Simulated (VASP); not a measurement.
# Ga3Sb: relaxation of cell and atoms with PBE

The system is Ga3Sb.

```
Ga Sb
1.0
     0.00000    3.52112    3.52112
     3.52112    0.00000    3.52112
     3.52112    3.52112    0.00000
Ga Sb
3 1
Cartesian
  1.7606 1.7606 1.7606
  5.2817 5.2817 5.2817
  3.5211 3.5211 3.5211
  0.0000 0.0000 0.0000
```

The cell was built by a generator and needn't be a form met in nature.

* Program: VASP 6.6.1
* Task: relaxation of cell and atoms
* Functional: PBE
* Potentials or basis: VASP PAW PBE potentials, release 64 (Ga_d, Sb)
* Cutoff: 520 eV
* k mesh: 8 × 8 × 8
* Occupations: gaussian, width 0.1 eV
* Spin: no spin polarisation
* Further INCAR settings: ALGO = Normal; EDIFF = 1e-07; IBRION = 2; POTIM = 0.3; EDIFFG = -0.005; NSW = 60; ISIF = 3

| Quantity | Value |
| --- | --- |
| Pressure after relaxing | 0.0 GPa |
| Band gap on the k mesh | none (metal or under the smearing width) |

Final structure:
```yaml
crystal:
  lattice:
    - [0.00000, 3.52112, 3.52112]
    - [3.52112, 0.00000, 3.52112]
    - [3.52112, 3.52112, 0.00000]
  atoms:
    - { symbol: Ga, position: [0.25000, 0.25000, 0.25000] }
    - { symbol: Ga, position: [0.75000, 0.75000, 0.75000] }
    - { symbol: Ga, position: [0.50000, 0.50000, 0.50000] }
    - { symbol: Sb, position: [0.00000, 0.00000, 0.00000] }
```

Levels at points of the mesh, in eV from the Fermi level:
```
           k point  band 20  band 21  band 22  band 23  band 24  band 25
(0.00, 0.00, 0.00)    -1.78    -1.78    -0.47    -0.44    -0.44    -0.44
(0.50, 0.00, 0.00)    -2.54    -2.54    -1.22    -1.22     1.73     2.64
(0.50, 0.50, 0.00)    -4.35    -4.35     2.94     3.17     3.17     3.83
```

It took 33 s on 2 MPI ranks on Intel(R) Xeon(R) Platinum 8559C (Emerald Rapids), on a shared host, peak memory 0.25 GiB a rank.

Caveat: the relaxation stopped at its first step, so nothing moved. The run has no spin-orbit coupling, so splittings on Sb are missing.
